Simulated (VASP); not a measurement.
Here is the system:

```
CELL_PARAMETERS angstrom
      4.12983     2.06098     2.06098
      2.06098     4.12983     2.06098
      2.06098     2.06098     4.12983
ATOMIC_POSITIONS crystal
  Ni 0.00000 0.00000 0.00000
  Ni 0.50000 0.50000 0.50000
  O  0.25000 0.25000 0.25000
  O  0.75000 0.75000 0.75000
```
Starting moments (μB, in the order of the record's atoms Ni Ni O O): 1.3 -1.3 0.0 0.0.

The numbers are results of vdW-DF-cx, VASP's PBE PAW potentials (set 64) (plane waves; VASP), not measurements. Numerical set-up: 520 eV cut-off, 10×10×10 Γ-centred mesh, tetrahedra with Blöchl corrections, potentials Ni O.

Task: Predict the cell moment, energy per atom (σ→0).

Result: 
```json
{
  "cell_moment": "0.00 μB",
  "energy per atom (σ→0)": "-3.868 eV/atom"
}
```

Task: Give the moment on each site (PAW-sphere projection).

Result: 
```
site  moment (μB)
----  -----------
Ni1          1.26
Ni2         -1.26
O3           0.00
O4           0.00
```

Only differences to runs with the same potentials and settings are physical.

The compound is NiO in the rock salt, AFM-II order structure. It was relaxed first.
